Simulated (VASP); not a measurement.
Set up this calculation in VASP 6.6.1, as the native input.

```yaml
Task: single point
Functional: PBE
Potentials_or_basis: VASP PAW PBE potentials, release 64 (Bi_d, Fe, Mg)
Cutoff: 520 eV
k_mesh: 6 × 5 × 5
Occupations: fermi-dirac, width 0.05 eV
Spin: collinear spin, ferromagnetic start
Starting_moments: "[0.0, 3.0, 0.0, 0.0, 0.0, 0.0, 0.0, 0.0] μB"
Further_INCAR_settings: ALGO = Normal; EDIFF = 1e-07; NBANDS = 32
```

The structure of Mg6FeBi lies in POSCAR:

```
Mg6FeBi
1.0
    5.0049770000      0.0000000000      0.0000000000
    0.0000000000      3.1647195000      5.4648530000
    0.0000000000     -3.1647195000      5.4648530000
Bi Fe Mg
1 1 6
Direct
    0.5000000000      0.6707750000      0.6707750000
    0.0000000000      0.8474200000      0.8474200000
    0.5000000000      0.1684670000      0.1684670000
    0.5000000000      0.6748660000      0.1504060000
    0.5000000000      0.1504060000      0.6748660000
    0.0000000000      0.3339550000      0.3339550000
    0.0000000000      0.8403950000      0.3137150000
    0.0000000000      0.3137150000      0.8403950000
```

The cell comes from a database or a generator and needn't be the stable form of this composition.

The input as run:

INCAR

```
ALGO = Normal
EDIFF = 1E-7
ENCUT = 520
GGA = PE
ISIF = 2
ISMEAR = -1
ISPIN = 2
LASPH = True
LCHARG = False
LMAXMIX = 4
LORBIT = 11
LREAL = False
LWAVE = False
MAGMOM = 0 3 0 0 0 0 0 0
NBANDS = 32
NELM = 100
PREC = Accurate
SIGMA = 0.05
```

KPOINTS

```
k-points
0
Gamma
  6 5 5
```

Potentials or basis: VASP PAW PBE potentials, release 64 (Bi_d, Fe, Mg).

Command:

```sh
$ cat potpaw_PBE.64/Bi_d/POTCAR potpaw_PBE.64/Fe/POTCAR potpaw_PBE.64/Mg/POTCAR > POTCAR
$ mpirun -np 1 vasp_std > vasp.out
```

Results of the run:

```json
{"Pressure": "0.0 GPa", "Largest force": "0.132 eV/Å", "Band gap on the k mesh": "none (metal or under the smearing width)", "Net moment": "2.47 μB per cell", "Site moments": "Bi -0.01; Fe +2.66; Mg +0.01, -0.01 μB", "Valence electrons inside the program's atomic spheres": "Bi 12.92; Fe 6.75; Mg 0.36, 0.35"}
```

Caveat: spin-orbit coupling is left out, which moves the levels of the heavy elements.

Wall time 11 min on 1 thread of Intel(R) Xeon(R) Platinum 8259CL CPU @ 2.50GHz (Skylake/Cascade Lake) (shared host), peak memory 0.57 GiB.
